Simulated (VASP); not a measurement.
OSZICAR of a VASP run on RhSb (relaxed from the zinc blende structure, space group F-43m):

### OSZICAR
```
       N       E                     dE             d eps       ncg     rms          rms(c)
DAV:   1     0.484184685531E+02    0.48418E+02   -0.10414E+04  1668   0.108E+03
DAV:   2    -0.527916640263E+02   -0.10121E+03   -0.97731E+02  1526   0.271E+02
DAV:   3    -0.550153749925E+02   -0.22237E+01   -0.22040E+01  1610   0.448E+01
DAV:   4    -0.550429304391E+02   -0.27555E-01   -0.27553E-01  1668   0.531E+00
DAV:   5    -0.550435807769E+02   -0.65034E-03   -0.65033E-03  1622   0.756E-01    0.750E+00
DAV:   6    -0.499639308037E+02    0.50796E+01   -0.35014E+00  1316   0.237E+01    0.289E+00
DAV:   7    -0.499051807221E+02    0.58750E-01   -0.68039E-01  1364   0.934E+00    0.233E+00
DAV:   8    -0.499836166911E+02   -0.78436E-01   -0.90546E-02  1394   0.286E+00    0.125E+00
DAV:   9    -0.499023290149E+02    0.81288E-01   -0.20742E-01  1388   0.469E+00    0.193E-01
DAV:  10    -0.499347318834E+02   -0.32403E-01   -0.13389E-02  1316   0.961E-01    0.152E-01
DAV:  11    -0.499300160476E+02    0.47158E-02   -0.92248E-04  1532   0.283E-01    0.140E-01
DAV:  12    -0.499379857398E+02   -0.79697E-02   -0.60759E-03  1334   0.670E-01    0.380E-02
DAV:  13    -0.499381158461E+02   -0.13011E-03   -0.11728E-04  1490   0.893E-02    0.465E-02
DAV:  14    -0.499381144344E+02    0.14116E-05   -0.43576E-06  1778   0.182E-02    0.548E-02
DAV:  15    -0.499381500326E+02   -0.35598E-04   -0.16307E-04  1340   0.995E-02    0.338E-02
DAV:  16    -0.499381813301E+02   -0.31298E-04   -0.33320E-05  1340   0.544E-02    0.230E-02
DAV:  17    -0.499381823282E+02   -0.99813E-06   -0.98922E-07  1080   0.910E-03
   1 F= -.49938182E+02 E0= -.49938043E+02  d E =-.499382E+02
       N       E                     dE             d eps       ncg     rms          rms(c)
DAV:   1    -0.499748345131E+02   -0.36653E-01   -0.48543E-01  1316   0.900E+00    0.144E+00
DAV:   2    -0.499536300063E+02    0.21205E-01   -0.31924E-01  1316   0.627E+00    0.844E-01
DAV:   3    -0.499382674749E+02    0.15363E-01   -0.46129E-02  1316   0.242E+00    0.156E-01
DAV:   4    -0.499375899748E+02    0.67750E-03   -0.31757E-03  1346   0.347E-01    0.692E-02
DAV:   5    -0.499380397246E+02   -0.44975E-03   -0.59414E-04  1328   0.241E-01    0.583E-02
DAV:   6    -0.499378615121E+02    0.17821E-03   -0.28440E-04  1400   0.130E-01    0.334E-02
DAV:   7    -0.499380920329E+02   -0.23052E-03   -0.89353E-05  1328   0.782E-02    0.726E-03
DAV:   8    -0.499380924454E+02   -0.41244E-06   -0.52865E-06  1400   0.217E-02
   2 F= -.49938092E+02 E0= -.49937974E+02  d E =0.898829E-04
       N       E                     dE             d eps       ncg     rms          rms(c)
DAV:   1    -0.499489549637E+02   -0.10863E-01   -0.13883E-01  1316   0.483E+00    0.760E-01
DAV:   2    -0.499428948294E+02    0.60601E-02   -0.92658E-02  1316   0.337E+00    0.453E-01
DAV:   3    -0.499384782147E+02    0.44166E-02   -0.13273E-02  1316   0.129E+00    0.805E-02
DAV:   4    -0.499383238404E+02    0.15437E-03   -0.86450E-04  1340   0.182E-01    0.327E-02
DAV:   5    -0.499384029306E+02   -0.79090E-04   -0.17905E-04  1328   0.132E-01    0.259E-02
DAV:   6    -0.499383221941E+02    0.80736E-04   -0.14535E-04  1364   0.948E-02    0.138E-02
DAV:   7    -0.499384243642E+02   -0.10217E-03   -0.49184E-05  1322   0.572E-02    0.323E-03
DAV:   8    -0.499384281742E+02   -0.38100E-05   -0.22843E-06  1412   0.140E-02    0.173E-03
DAV:   9    -0.499384273735E+02    0.80063E-06   -0.16462E-07   712   0.402E-03
   3 F= -.49938427E+02 E0= -.49938298E+02  d E =-.245045E-03
```

### Question
Which electronic solver shows in the log?

### Answer
It is blocked Davidson (ALGO = Normal, or the opening steps of other solvers). The INCAR had ALGO = Normal.

### Question
Can the final energy be trusted as converged?

### Answer
Self-consistency was reached. It stopped with EDIFF = 1E-6, NELM = 100, NSW = 60 and EDIFFG = -0.01 after 3 ionic steps (r2SCAN meta-GGA, plane waves, VASP's PBE PAW potentials (set 64)).

The structure was generated: RhSb was put into the zinc blende type (F-43m), which need not be its known phase. This run relaxes it. Symmetry was kept, so distortions that lower it aren't found. The start is the result of an earlier pass.
